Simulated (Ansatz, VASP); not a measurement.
# Sr4P2O: VASP beside Ansatz

One calculation is typed for both programs; each brings its own data sets and cutoff. How far apart do they land?

Calculated with Ansatz 0.2.0; plane waves, with VASP 6.6.1 beside it; single point at LDA.

### 1. Set-up

It takes space group I4/mmm (No. 139, tetragonal). The conventional cell has a = 4.814 Å, b = 4.814 Å, c = 15.995 Å, α = 90.00°, β = 90.00°, γ = 90.00°. Sr has 1 O at 2.80 Å and 5 P at 3.04 to 3.46 Å nearest. Sr has 2 O at 2.41 Å and 4 P at 3.23 Å nearest. Nearest to P lie 9 Sr at 3.04 to 3.46 Å. Nearest to O lie 6 Sr at 2.41 to 2.80 Å. Farther neighbours and most contacts between anions are not listed.

### 2. VASP: single point, LDA

A single point gives forces, pressure and levels at one fixed geometry, so differences don't come from the geometry; what else differs is listed under the comparison.

Lines of VASP's logs that name or quote its potential files are left out, and so is its time.

Contents of INCAR:

```
SYSTEM = Sr4P2O
PREC = Accurate
ENCUT = 520
EDIFF = 1E-07
NELM = 100
ISMEAR = 0
SIGMA = 0.01
LREAL = .FALSE.
ALGO = Normal
GGA = CA
NBANDS = 35
LORBIT = 11
LWAVE = .FALSE.
LCHARG = .FALSE.
KPAR = 4
```

Contents of POSCAR:

```
Sr4P2O
1.0
   -2.4071278286      2.4071278286      7.9976889087
    2.4071278286     -2.4071278286      7.9976889087
    2.4071278286      2.4071278286     -7.9976889087
Sr P O
4 2 1
Direct
    0.6750615500      0.6750615500      0.0000000000
    0.3249384500      0.3249384500      0.0000000000
    0.5000000000      0.0000000000      0.5000000000
    0.0000000000      0.5000000000      0.5000000000
    0.8649435200      0.8649435200      0.0000000000
    0.1350564800      0.1350564800      0.0000000000
    0.5000000000      0.5000000000      0.0000000000
```

Contents of KPOINTS:

```
Automatic mesh
0
Gamma
7 7 7
0 0 0
```

PAW data sets: Sr_sv, P and O (PBE family, release 64).

On the command line:

```
mpirun -np 4 vasp_std
```

Numbers of over 12 decimals in the logs are rounded to 6 here.

Output:

```text
[banner, memory and clock lines left out]
running    4 mpi-ranks, on    1 nodes
 distrk:  each k-point on    1 cores,    4 groups
 distr:  one band on    1 cores,    1 groups

 POSCAR found type information on POSCAR SrP O
 POSCAR found :  3 types and       7 ions
|                                                                             |
|               ----> ADVICE to this user running VASP <----                  |
|                                                                             |
|     You enforced a specific xc type in the INCAR file but a different       |
|     [... a line on the potential file left out ...]
|     I HOPE YOU KNOW WHAT YOU ARE DOING!                                     |
|                                                                             |

 LDA part: xc-table for (Slater(with rela. corr.)+CA(PZ))
 , standard interpolation
 POSCAR, INCAR and KPOINTS ok, starting setup
 FFT: planning ... GRIDC
 FFT: planning ... GRID_SOFT
 FFT: planning ... GRID
 WAVECAR not read
 entering main loop
       N       E                     dE             d eps       ncg     rms          rms(c)
DAV:   1     0.364999679604E+03    0.36500E+03   -0.27270E+04  2800   0.145E+03
DAV:   2    -0.633294466783E+01   -0.37133E+03   -0.36410E+03  3336   0.325E+02
DAV:   3    -0.395446123946E+02   -0.33212E+02   -0.33082E+02  4144   0.819E+01
DAV:   4    -0.411201211772E+02   -0.15755E+01   -0.15721E+01  4312   0.166E+01
DAV:   5    -0.411869221463E+02   -0.66801E-01   -0.66789E-01  3885   0.257E+00    0.354E+01
DAV:   6    -0.372675074259E+02    0.39194E+01   -0.19361E+01  3411   0.142E+01    0.330E+01
DAV:   7    -0.370570121732E+02    0.21050E+00   -0.20278E+00  3621   0.594E+00    0.171E+01
DAV:   8    -0.369509257709E+02    0.10609E+00   -0.39722E-01  3833   0.327E+00    0.229E+00
DAV:   9    -0.369508099611E+02    0.11581E-03   -0.89078E-02  4007   0.120E+00    0.957E-01
DAV:  10    -0.369508620923E+02   -0.52131E-04   -0.24218E-02  3538   0.603E-01    0.212E-01
DAV:  11    -0.369503929932E+02    0.46910E-03   -0.38819E-03  3706   0.244E-01    0.835E-02
DAV:  12    -0.369504329482E+02   -0.39955E-04   -0.40521E-04  3768   0.783E-02    0.317E-02
DAV:  13    -0.369504356456E+02   -0.26974E-05   -0.31216E-05  4335   0.234E-02    0.154E-02
DAV:  14    -0.369504350614E+02    0.58415E-06   -0.77265E-06  3704   0.105E-02    0.427E-03
DAV:  15    -0.369504352093E+02   -0.14788E-06   -0.79570E-07  3297   0.385E-03    0.354E-03
DAV:  16    -0.369504352111E+02   -0.18290E-08   -0.19223E-07  2737   0.199E-03
   1 F= -.36950435E+02 E0= -.36950435E+02  d E =-.441237E-97
```

Parts of OUTCAR (step 2):

```text
ion  position               nearest neighbor table
   1  0.675  0.675  0.000-   7 2.80   5 3.04   6 3.46   6 3.46   6 3.46   6 3.46   4 3.69   3 3.69
                             4 3.69   3 3.69   2 4.16   2 4.16   2 4.16   2 4.16
   2  0.325  0.325  0.000-   7 2.80   6 3.04   5 3.46   5 3.46   5 3.46   5 3.46   4 3.69   3 3.69
                             4 3.69   3 3.69   1 4.16   1 4.16   1 4.16   1 4.16
   3  0.500  0.000  0.500-   7 2.41   7 2.41   6 3.23   6 3.23   5 3.23   5 3.23   4 3.40   4 3.40
                             4 3.40   4 3.40   2 3.69   1 3.69   1 3.69   2 3.69
   4  0.000  0.500  0.500-   7 2.41   7 2.41   6 3.23   6 3.23   5 3.23   5 3.23   3 3.40   3 3.40
                             3 3.40   3 3.40   2 3.69   1 3.69   1 3.69   2 3.69
   5  0.865  0.865  0.000-   1 3.04   4 3.23   3 3.23   3 3.23   4 3.23   2 3.46   2 3.46   2 3.46
                             2 3.46
   6  0.135  0.135  0.000-   2 3.04   3 3.23   4 3.23   4 3.23   3 3.23   1 3.46   1 3.46   1 3.46
                             1 3.46
   7  0.500  0.500  0.000-   3 2.41   4 2.41   3 2.41   4 2.41   1 2.80   2 2.80

  LATTYP: Found a body centered tetragonal cell.
 ALAT       =     4.8142556572
 C/A-ratio  =     3.3225027826

 Subroutine GETGRP returns: Found 16 space group operations
 (whereof 16 operations were pure point group operations)

The static configuration has the point symmetry D_4h.

 Found     40 irreducible k-points:

   k-points           NKPTS =     40   k-points in BZ     NKDIM =     40   number of bands    NBANDS=     35

   dimension x,y,z NGX =    70 NGY =   70 NGZ =   70
   dimension x,y,z NGXF=   140 NGYF=  140 NGZF=  140

   ENCUT  =  520.0 eV  38.22 Ry    6.18 a.u.  16.16 16.16 16.16*2*pi/ulx,y,z

   NELECT =      56.0000    total number of electrons

 k-points in reciprocal lattice and weights: Automatic mesh
   0.00000000  0.00000000  0.00000000       0.003
   0.14285714 -0.00000000  0.00000000       0.023
   0.28571429  0.00000000  0.00000000       0.023
   0.42857143 -0.00000000  0.00000000       0.023
   0.14285714  0.14285714  0.00000000       0.023
   0.28571429  0.14285714  0.00000000       0.047
   0.42857143  0.14285714  0.00000000       0.047
  -0.42857143  0.14285714 -0.00000000       0.047
  -0.28571429  0.14285714 -0.00000000       0.047
[...]
-0.42857143  0.42857143  0.42857143       0.012
  -0.42857143 -0.42857143  0.42857143       0.006

 average (electrostatic) potential at core
       1 -38.1369       2 -38.1369       3 -37.1691       4 -37.1691       5 -83.9567
       6 -83.9567       7 -71.5787

 E-fermi :   2.5839

 k-point     1 :       0.0000    0.0000    0.0000
  band No.  band energies     occupation
    ...
     24       1.7463      2.00000
     25       1.7463      2.00000
     26       2.3886      2.00000
     27       2.3886      2.00000
     28       2.4379      2.00000
     29       4.0028      0.00000
     30       4.0557      0.00000
     31       4.3879      0.00000
     32       4.5199      0.00000
     33       4.8530      0.00000
    ...

 k-point     2 :       0.1429   -0.0000    0.0000
  band No.  band energies     occupation
    ...
     24       1.5522      2.00000
     25       1.7171      2.00000
     26       1.7653      2.00000
     27       2.2528      2.00000
     28       2.3694      2.00000
     29       4.1102      0.00000
     30       4.4909      0.00000
     31       4.7151      0.00000
     32       4.8139      0.00000
     33       4.9075      0.00000
    ...

 k-point     3 :       0.2857    0.0000    0.0000
  band No.  band energies     occupation
    ...
     24       1.0153      2.00000
     25       1.2943      2.00000
     26       1.6416      2.00000
     27       2.0230      2.00000
     28       2.1169      2.00000
     29       4.6132      0.00000
     30       4.8368      0.00000
     31       4.8535      0.00000
     32       5.3935      0.00000
     33       5.4884      0.00000
    ...

  Total       -3.5665816     -3.5665816     -3.6192905      0.0000000      0.0000000      0.0000000
  in kB      -30.8276161    -30.8276161    -31.2832036      0.0000000      0.0000000      0.0000000
  external PRESSURE =     -30.9794786 kB  Pullay stress =       0.0000000 kB

  energy-cutoff  :      520.00
  volume of cell :      185.36
      direct lattice vectors                 reciprocal lattice vectors
    -2.407127829  2.407127829  7.997688909     0.000000000  0.207716430  0.062518061
     2.407127829 -2.407127829  7.997688909     0.207716430  0.000000000  0.062518061
     2.407127829  2.407127829 -7.997688909     0.207716430  0.207716430  0.000000000

 POSITION                                       TOTAL-FORCE (eV/Angst)
 -----------------------------------------------------------------------------------
      0.00000      0.00000     10.79786        -0.000000     -0.000000     -0.043169
      0.00000      0.00000      5.19751         0.000000      0.000000      0.043169
      0.00000      2.40713      0.00000         0.000000      0.000000      0.000000
      2.40713      0.00000      0.00000         0.000000      0.000000      0.000000
      0.00000      0.00000     13.83510        -0.000000     -0.000000      0.049257
      0.00000      0.00000      2.16028         0.000000      0.000000     -0.049257
      0.00000      0.00000      7.99769         0.000000      0.000000      0.000000
 -----------------------------------------------------------------------------------
    total drift:                                0.000000      0.000000      0.000000

  FREE ENERGIE OF THE ION-ELECTRON SYSTEM (eV)
  ---------------------------------------------------
  free  energy   TOTEN  =       -36.9504352111 eV

  energy  without entropy=      -36.9504352111  energy(sigma->0) =      -36.95043521

 total charge
# of ion       s       p       d       tot
------------------------------------------
    1        2.015   5.706   0.184   7.905
    2        2.015   5.706   0.184   7.905
    3        2.025   5.748   0.284   8.057
    4        2.025   5.748   0.284   8.057
    5        1.017   1.441   0.000   2.458
    6        1.017   1.441   0.000   2.458
    7        1.546   3.426   0.000   4.972
--------------------------------------------------
tot         11.661  29.216   0.936  41.813

[... 3 further parts left out ...]
```

The gap is read on the k-mesh alone, so it is an upper bound where the band edges lie off the mesh. The PAW data sets were made with PBE, though LDA sets exist; this is a small mismatch.

### 3. Ansatz: single point, LDA

Ansatz runs on its default PAW (the set named soft_2) files.

The same cell, functional (in two slightly different forms), mesh and smearing now go to Ansatz, which takes its cutoff from its data sets.

Contents of input.yaml:

```yaml
crystal:
  lattice:
    - [-2.4071278286, 2.4071278286, 7.9976889087]
    - [2.4071278286, -2.4071278286, 7.9976889087]
    - [2.4071278286, 2.4071278286, -7.9976889087]
  atoms:
    - { symbol: Sr, position: [0.67506155, 0.67506155, 0.0] }
    - { symbol: Sr, position: [0.32493845, 0.32493845, 0.0] }
    - { symbol: Sr, position: [0.5, 0.0, 0.5] }
    - { symbol: Sr, position: [0.0, 0.5, 0.5] }
    - { symbol: P, position: [0.86494352, 0.86494352, 0.0] }
    - { symbol: P, position: [0.13505648, 0.13505648, 0.0] }
    - { symbol: O, position: [0.5, 0.5, 0.0] }
hamiltonian:
  xc: lda
  pseudopotentials: { kind: paw }
kpoints:
  mp_grid: { grid: [7, 7, 7] }
scf:
  occupations: { method: gaussian, width: 0.01 }
  n_extra_bands: 5
output:
  forces: true
  stress: true
  eigenvalues: true
```

On the command line:

```
ansatz run input.yaml --threads 4 --pin off --max-ram 9216MiB --backend cpu --events-out ev --progress --plain --runs-dir out
```

Output:

```text
basis.fft_grid_basis auto: the FFT boxes are laid along the combinations [[1, 0, 1], [0, 1, 1], [0, 0, 1]] of the cell's own vectors, 4.814, 4.814 and 8.692 Å long. The dense box has 36×36×60 points. Along the cell's own vectors, as sized, it would have 60×60×60, 2.78 times as many. Of the 16 symmetry operations that the crystal satisfies within crystal.symmetry.tolerance (time reversal apart; of a slab, those that k [...]
scf.n_extra_bands = 5 over 28 filled bands (N_el = 56.0): the run solves 33 bands
Engine: ansatz 0.2.0, aarch64-unknown-linux-gnu
Pseudopotentials: kind: paw
Pseudopotential: Sr, paw, valence charge 10, recommended cutoff 420 eV (normal), Sr.paw.azcp
Pseudopotential: P, paw, valence charge 5, recommended cutoff 420 eV (normal), P.paw.azcp
Pseudopotential: O, paw, valence charge 6, recommended cutoff 420 eV (normal), O.paw.azcp
Functional definition: SPW92
  exchange = slater_x
  correlation = pw_c
Crystal: 7 atoms, lattice volume = 185.363 Å³
Basis set: ecut = 420 eV, 3591 PW (Γ), FFT grids on a1+a3, a2+a3, a3
Bands: 33, of which v1, the nominal top of the filled ones, is band 28 counted from 1 (27 counted from 0)
Symmetry: 16 space group operations
Space group: I4/mmm (ITA 139), of the structure as read, at distance tolerance 5.7e-5 Å
k-points: 40 of 343
Non-local potential: Sr, projectors of the file, l = 0: 3, l = 1: 2, l = 2: 2
Non-local potential: P, projectors of the file, l = 0: 2, l = 1: 2, l = 2: 2
Non-local potential: O, projectors of the file, l = 0: 2, l = 1: 2, l = 2: 1
PAW form: soft (Blöchl's): semilocal exchange-correlation on the pseudo side does not see the compensation charge
PAW frozen core: Sr, regenerated for the run's functional, and the local potential with it (the file was generated under x = pbe(κ = 0.804, μ = 0.219515), c = pbe(β = 0.066725))
PAW frozen core: P, regenerated for the run's functional, and the local potential with it (the file was generated under x = pbe(κ = 0.804, μ = 0.219515), c = pbe(β = 0.066725))
PAW frozen core: O, regenerated for the run's functional, and the local potential with it (the file was generated under x = pbe(κ = 0.804, μ = 0.219515), c = pbe(β = 0.066725))
PAW one-centre angular grid: Sr, 110 points (default); XC on 64 Gauss nodes
PAW one-centre angular grid: P, 110 points (default); XC on 64 Gauss nodes
PAW one-centre angular grid: O, 110 points (default); XC on 64 Gauss nodes
Initial density: superposition of atomic densities (neutral atoms: chi_scale 0, normalization atom), corrected by the library's trained network
Initial wavefunctions: pseudopotential atomic-orbital guess
Functional: x = slater, c = lda
SCF iter   1: F=—  HF=-15793.362217 eV  |F-HF|=—  |Δ(HF+E_count)|=         —  Δρ=8.75e-3  dr2=1.47e-1  ethr=1.77e-3  ⟨swp⟩=14.7  Hψ=9293  notcnv=0
preconditioner: auto → Resta (q_TF=auto, 2.235 Å⁻¹)  ε∞=3.1  [insulator: Δε(μ)=1.035 eV  Ē_g=13.040 eV  σ=0.010 eV  W_gap=1.00  n_scr=32 (ndim 8)  ℏωp=18.9 eV  f_vac=0.000  D(μ)=0.00/eV (n_scr^D=0)  ε∞_Penn≈3.1]
SCF iter   2: F=—  HF=-15793.337123 eV  |F-HF|=—  |Δ(HF+E_count)|=   2.51e-2  Δρ=5.12e-3  dr2=3.06e-2  ethr=2.63e-4  ⟨swp⟩=3.2  Hψ=2878  notcnv=0  defer=34
SCF iter   3: F=—  HF=-15793.330797 eV  |F-HF|=—  |Δ(HF+E_count)|=   6.33e-3  Δρ=1.74e-3  dr2=3.90e-3  ethr=5.46e-5  ⟨swp⟩=2.8  Hψ=2447  notcnv=0  defer=40
SCF iter   4: F=—  HF=-15793.330004 eV  |F-HF|=—  |Δ(HF+E_count)|=   7.93e-4  Δρ=3.62e-4  dr2=2.19e-4  ethr=6.96e-6  ⟨swp⟩=2.0  Hψ=1773  notcnv=0  defer=40
SCF iter   5: F=—  HF=-15793.329985 eV  |F-HF|=—  |Δ(HF+E_count)|=   1.96e-5  Δρ=5.31e-5  dr2=4.32e-6  ethr=3.90e-7  ⟨swp⟩=2.0  Hψ=1557  notcnv=0  defer=40
SCF iter   6: F=—  HF=-15793.330183 eV  |F-HF|=—  |Δ(HF+E_count)|=   1.99e-4  Δρ=1.11e-5  dr2=3.76e-7  ethr=7.71e-9  ⟨swp⟩=2.3  Hψ=2474  notcnv=0  defer=40
SCF iter   7: F=-15793.330183 eV  HF=-15793.330183 eV  |F-HF|=1.89e-8  |Δ(HF+E_count)|=   7.31e-9  Δρ=2.62e-6  dr2=3.38e-8  ethr=1.79e-10  ⟨swp⟩=14.1  Hψ=6746  notcnv=0
SCF 1 converged in 7 iterations: F = -15793.330183 eV  dr2 = 3.38e-8
  greatest PAW one-centre occupation: 0.987 electrons in one spin orbital (limit 2), on the Sr atom at site 3 (counted from 0), in its partial waves of l = 0
SCF converged after 7 iterations
Free energy (F): -15793.330183 eV
Harris-Foulkes:  -15793.330183 eV  (|F-HF|=1.89e-8)
Internal energy: -15793.330183 eV  (E = F + TS)
E sigma→0 (E₀):  -15793.330183 eV
Fermi energy:    7.442980 eV
--- Per-component energies (eV) ---
  E_band       = -385.036085
  E_kinetic    = 1295.682423
  E_local      = -3525.276449  (includes V_loc(G=0)·N_el)
  E_nonlocal   = 944.330669
  E_hartree    = 995.084379
  E_xc         = -882.112436
  E_vxc        = -863.466539  (∫ρ·V_xc dr)
  E_paw        = -11615.146542  (= ΣΔE_a)
  E_vpaw       = -226.474135  (= ΣTr[D̂ρ^β])
  E_aug_tail   = 0.002473  (compensation charges beyond the density's cutoff)
  E_ewald      = -3007.402867
  E_core_change = 1.508166  (= ΣΔE_core)
  E_smearing   = -0.000000  (= −TS)
  E_closure    = -0.000000  (closes the sum)
  Σ components = -15793.330183   (vs F -15793.330183, Δ=0.00e0)
--- Forces (eV/Å), atoms counted from 1 ---
  atom   1  Sr    -0.00000000     0.00000000    -0.04606272
  atom   2  Sr     0.00000000     0.00000000     0.04606272
  atom   3  Sr    -0.00000000    -0.00000000     0.00000000
  atom   4  Sr    -0.00000000     0.00000000     0.00000000
  atom   5  P      0.00000000    -0.00000000     0.05471927
  atom   6  P      0.00000000     0.00000000    -0.05471927
  atom   7  O      0.00000000     0.00000000    -0.00000000
  max |Σ_I F_I| component: 3.47e-17 eV/Å
--- Stress (GPa, compression-positive) ---
       -3.497538       0.000000       0.000000
        0.000000      -3.497538      -0.000000
       -0.000000      -0.000000      -3.386497
  P = ⅓ Tr σ = -3.4605 GPa (-34.605 kbar)
--- Band table (eV; the first three rows and the last of 40) ---
  k-point 0: bands = [... 24 lower, 6.2067, 6.8358, 6.8358, 6.8842, 8.4688, 8.4957, 8.8670, 8.9834, ... 1 higher]
  k-point 1: bands = [... 24 lower, 6.0241, 6.1197, 6.4289, 6.7635, 8.6403, 9.1072, 9.4091, 9.6322, ... 1 higher]
  k-point 2: bands = [... 24 lower, 5.8213, 5.8794, 5.9910, 6.3966, 8.9804, 9.4878, 9.8210, 10.0502, ... 1 higher]
  k-point 39: bands = [... 24 lower, 6.1044, 6.2230, 6.5332, 6.6999, 8.3429, 8.9919, 9.2462, 9.4022, ... 1 higher]
```

Run time: 3.7 s. Hardware: 4 threads of Arm Neoverse V1, shared host; peak memory 0.58 GiB; 14 s of CPU time.

Reading the cycles: dr2 is the Hartree energy of the density residual (eV), the measure of convergence; HF is the Harris–Foulkes estimate of the energy, which meets the free energy F at convergence.

The run ends at a pressure of -3.46 GPa, with forces up to 0.055 eV/Å.

### 4. Differences

Known differences besides the potentials themselves: the two LDA forms differ slightly; the cutoff is 420 eV in Ansatz and 520 eV in VASP; Ansatz makes its cores anew for this functional, VASP keeps those of its PBE data sets; VASP's log shows a relativistic correction to its local exchange, Ansatz's none. Total energies have different zeros and are not compared.

Both answers:

| quantity | Ansatz | VASP | difference |
| --- | --- | --- | --- |
| pressure (GPa) | -3.46 | -3.10 | -0.36 |
| pressure without Ansatz's Pulay correction (GPa) | -3.56 | -3.10 | -0.46 |
| gap on the k mesh (eV) | 1.118 | 1.095 | +0.022 |

Forces (eV/Å; atoms numbered as in POSCAR):

| atom | Ansatz x, y, z | VASP x, y, z |
| --- | --- | --- |
| Sr1 | 0.000, 0.000, -0.046 | 0.000, 0.000, -0.043 |
| Sr2 | 0.000, 0.000, 0.046 | 0.000, 0.000, 0.043 |
| Sr3 | 0.000, 0.000, 0.000 | 0.000, 0.000, 0.000 |
| Sr4 | 0.000, 0.000, 0.000 | 0.000, 0.000, 0.000 |
| P5 | 0.000, 0.000, 0.055 | 0.000, 0.000, 0.049 |
| P6 | 0.000, 0.000, -0.055 | 0.000, 0.000, -0.049 |
| O7 | 0.000, 0.000, 0.000 | 0.000, 0.000, 0.000 |

The forces differ by 1.9 meV/Å r.m.s., which is 9.5 % of the r.m.s. force of 0.02 eV/Å (both taken over all components). A gap on the mesh is an upper bound, since the band edges may lie between its points. Ansatz's pressure holds a Pulay correction of 0.10 GPa; VASP's holds none.

### 5. Results

- difference in gap on the k mesh (single point, LDA): 0.022 eV

**Reading.** The difference in gap on the k mesh is 0.022 eV (single point, LDA), within the 0.08 eV picked in this series as the mark of a large difference. Such differences can come from data sets, numerical settings and the points named under the comparisons, not from the functional's error against experiment.

[Lines on the potential files, build, host, timing and source positions are cut from VASP's logs without a mark.]

[Logs are printed without paths, hosts, clocks, repeated set-up lines and the standing remarks that a program may print on its own settings, such as how far it seeks lower states.]

[Hosts, paths, dates, database ids (printed as entryN), source tags and the programs' standing remarks are cut or masked in the printed files.]

[VASP's PBE data sets in a run with another functional are called a small mismatch above; for pressures it isn't always small: they can move by 1 GPa and more.]
